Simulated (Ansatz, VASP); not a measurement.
One calculation of MgHgO2, two programs

Contents of INCAR:

```
ALGO = Normal
EDIFF = 1E-7
ENCUT = 520
GGA = PE
ISIF = 2
ISMEAR = 1
LASPH = T
LCHARG = F
LREAL = F
LWAVE = F
NBANDS = 21
NELM = 100
PREC = Accurate
SIGMA = 0.2
```

Contents of KPOINTS:

```
k-points
0
Gamma
  6 6 4
```

Contents of POSCAR:

```
MgHgO2
1.0
    3.3878496251      0.0000000000      0.0000000000
    0.0000000000      3.3878496251      0.0000000000
    0.0000000000      0.0000000000      5.0394973193
Mg O Hg
1 2 1
Direct
    0.0000000000      0.0000000000      0.0000000000
    0.0000000000      0.5000000000      0.2023172479
    0.5000000000      0.0000000000      0.7976827521
    0.5000000000      0.5000000000      0.5000000000
```

Input for Ansatz:

```yaml
crystal:
  lattice:
    - [3.3878496251, 0.0, 0.0]
    - [0.0, 3.3878496251, 0.0]
    - [0.0, 0.0, 5.0394973193]
  atoms:
    - { symbol: Mg, position: [0.0, 0.0, 0.0] }
    - { symbol: O, position: [0.0, 0.5, 0.2023172479] }
    - { symbol: Hg, position: [0.5, 0.5, 0.5] }
    - { symbol: O, position: [0.5, 0.0, 0.7976827521] }
kpoints:
  mp_grid: { grid: [6, 6, 4] }
hamiltonian:
  xc: pbe
scf:
  occupations: { method: methfessel_paxton, width: 0.2 }
  n_extra_bands: 5
output:
  forces: true
  stress: true
  eigenvalues: true
```

Alike in both runs: task single point; functional PBE; k mesh 6 × 6 × 4; occupations methfessel-paxton of order 1, width 0.2 eV; no spin polarisation.

|  | VASP | Ansatz |
| --- | --- | --- |
| version | VASP 6.6.1 | Ansatz 0.2.0 |
| potentials or method | VASP PAW PBE potentials, release 64 (Mg, O, Hg) | plane waves |
| plane-wave cutoff (eV) | 520 | 420 |
| valence electrons in the cell | 26 | 42 |

Ansatz gave:

- pressure (GPa): 3.9
- largest component of the traceless stress (GPa): 0.05
- rms of the force components (eV/Å): 0.025

Question: Estimate VASP's values.

Answer: Pressure (GPa): 4.3; largest component of the traceless stress (GPa): 0.11; rms of the force components (eV/Å): 0.070.

The two sets of potentials don't hold the same shells in valence.

Caveats: spin-orbit coupling is left out, which moves the levels of the heavy elements.
